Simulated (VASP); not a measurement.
```xyz
5
Lattice="5.6205 0.0000 0.0000 0.0000 5.6205 0.0000 0.0000 0.0000 5.6205" Properties=species:S:1:pos:R:3 pbc="T T T"
Cs     0.0000     0.0000     0.0000
Pb     2.8102     2.8102     2.8102
Cl     2.8102     0.0000     2.8102
Cl     0.0000     2.8102     2.8102
Cl     2.8102     2.8102     0.0000
```

The numbers are results of PBEsol GGA, VASP's PBE PAW potentials (set 64) (plane waves; VASP), not measurements. Settings: 400 eV cut-off, Gaussian smearing of 0.050 eV, potentials Cs_sv Pb_d Cl.

Unless said otherwise, spin-orbit coupling is left out, though it shifts the bands of the heavy elements here.

**Question.** Estimate the band gap (along the path) with the smallest direct gap where there is one.

**Answer.** 
| Item | Result |
|---|---|
| band gap (along the path) | 1.85 eV |
| smallest direct gap (along the path) | 1.85 eV |

Total energies compare only between runs with the same potentials, cut-off and functional.

The compound is CsPbCl3 in the cubic perovskite structure, the ideal cubic form; the compound distorts at low or room temperature. It was relaxed first.
